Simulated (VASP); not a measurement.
Output of a VASP run:

File OSZICAR:
```
       N       E                     dE             d eps       ncg     rms          rms(c)
DAV:   1     0.705000317619E+02    0.70500E+02   -0.93388E+03  1200   0.142E+03
DAV:   2    -0.415895801316E+02   -0.11209E+03   -0.10219E+03  1768   0.304E+02
DAV:   3    -0.466418536652E+02   -0.50523E+01   -0.50218E+01  1500   0.679E+01
DAV:   4    -0.466939379288E+02   -0.52084E-01   -0.52031E-01  1484   0.732E+00
DAV:   5    -0.466947165963E+02   -0.77867E-03   -0.77841E-03  1544   0.874E-01    0.110E+01
DAV:   6    -0.404483647911E+02    0.62464E+01   -0.63584E+00  1396   0.217E+01    0.573E+00
DAV:   7    -0.380950699406E+02    0.23533E+01   -0.64541E-01  1504   0.903E+00    0.291E+00
DAV:   8    -0.403292848407E+02   -0.22342E+01   -0.17372E+00  1276   0.122E+01    0.193E+00
DAV:   9    -0.388493753915E+02    0.14799E+01   -0.54538E-01  1216   0.905E+00    0.273E-01
DAV:  10    -0.385915821513E+02    0.25779E+00   -0.86690E-02  1260   0.336E+00    0.186E-01
DAV:  11    -0.385239350591E+02    0.67647E-01   -0.23412E-02  1248   0.187E+00    0.162E-01
DAV:  12    -0.385139912927E+02    0.99438E-02   -0.22494E-02  1208   0.182E+00    0.122E-01
DAV:  13    -0.385694175502E+02   -0.55426E-01   -0.13816E-02  1296   0.132E+00    0.759E-02
DAV:  14    -0.385931480513E+02   -0.23731E-01   -0.34748E-03  1236   0.815E-01    0.181E-02
DAV:  15    -0.385937316047E+02   -0.58355E-03   -0.40545E-04  1492   0.293E-01    0.484E-03
DAV:  16    -0.385938005796E+02   -0.68975E-04   -0.14345E-05  1436   0.509E-02    0.388E-03
DAV:  17    -0.385938123891E+02   -0.11809E-04   -0.58638E-06  1408   0.275E-02    0.271E-03
DAV:  18    -0.385938270407E+02   -0.14652E-04   -0.20178E-06  1388   0.177E-02    0.945E-04
DAV:  19    -0.385938253418E+02    0.16989E-05   -0.13538E-07  1256   0.483E-03    0.650E-04
DAV:  20    -0.385938263074E+02   -0.96563E-06   -0.90498E-08   928   0.380E-03    0.439E-04
DAV:  21    -0.385938256393E+02    0.66813E-06   -0.73818E-08   916   0.371E-03    0.346E-04
DAV:  22    -0.385938261738E+02   -0.53452E-06   -0.33134E-09   776   0.651E-04    0.306E-04
DAV:  23    -0.385938261759E+02   -0.20723E-08   -0.26609E-09   720   0.556E-04
   1 F= -.38593826E+02 E0= -.38593826E+02  d E =-.350140E-14
```

File OUTCAR:
```
------------------------ aborting loop because EDIFF is reached ----------------------------------------
  FORCE on cell =-STRESS in cart. coord.  units (eV):
  Direction    XX          YY          ZZ          XY          YZ          ZX
  --------------------------------------------------------------------------------------
  Total        0.0438202      0.0438202      0.0946527      0.0000000      0.0000000      0.0000000
  in kB        1.9278841      1.9278848      4.1642819      0.0000000      0.0000000      0.0000000
  external PRESSURE =       2.6733503 kB  Pullay stress =       0.0000000 kB
  volume of cell :       36.42
      direct lattice vectors                 reciprocal lattice vectors
     1.251051302 -2.166884806  0.000000000     0.399663866 -0.230745999  0.000000000
     1.251051302  2.166884806  0.000000000     0.399663866  0.230745999  0.000000000
     0.000000000  0.000000000  6.716803225     0.000000000  0.000000000  0.148880348
 POSITION                                       TOTAL-FORCE (eV/Angst)
 -----------------------------------------------------------------------------------
      1.25105      0.72230      1.67920        -0.000000      0.000000     -0.021564
      1.25105     -0.72230      5.03760        -0.000000      0.000000      0.353613
      1.25105     -0.72230      1.67920        -0.000000      0.000000      0.029996
      1.25105      0.72230      5.06260         0.000000     -0.000000     -0.362045
 -----------------------------------------------------------------------------------
    total drift:                                0.000000     -0.000000     -0.000939
  FREE ENERGIE OF THE ION-ELECTRON SYSTEM (eV)
  ---------------------------------------------------
  free  energy   TOTEN  =       -38.5938261759 eV

  energy  without entropy=      -38.5938261759  energy(sigma->0) =      -38.59382618
```
(Selected blocks of OUTCAR.)

### POSCAR
```
BN
1
    1.2510513020    -2.1668848061     0.0000000000
    1.2510513020     2.1668848061     0.0000000000
    0.0000000000     0.0000000000     6.7168032252
B N
2 2
Direct
  0.3333330000   0.6666670000   0.2500000000
  0.6666670000   0.3333330000   0.7500000000
  0.6666670000   0.3333330000   0.2500000000
  0.3333330000   0.6666670000   0.7537220087
```

Task: Reconstruct the remaining input files.

Result: This is not unique; one that fits is the input of the run itself, r2SCAN meta-GGA, plane waves, VASP's PBE PAW potentials (set 64).

**INCAR**
```
ALGO  =  Normal
EDIFF  =  1E-7
ENCUT  =  600
ISIF  =  2
ISMEAR  =  0
LASPH  =  .TRUE.
LCHARG  =  .FALSE.
LMIXTAU  =  .TRUE.
LREAL  =  .FALSE.
LWAVE  =  .FALSE.
METAGGA  =  R2SCAN
NELM  =  100
PREC  =  Accurate
SIGMA  =  0.05
SYSTEM  =  BN
```

KPOINTS:
```
kpoints
0
Gamma
10 10 4
```

POTCAR, in this order: B N (PBE.64 set). Program: vasp_std.

The compound is BN in the hex structure. This cell was strained or had an atom moved on purpose.
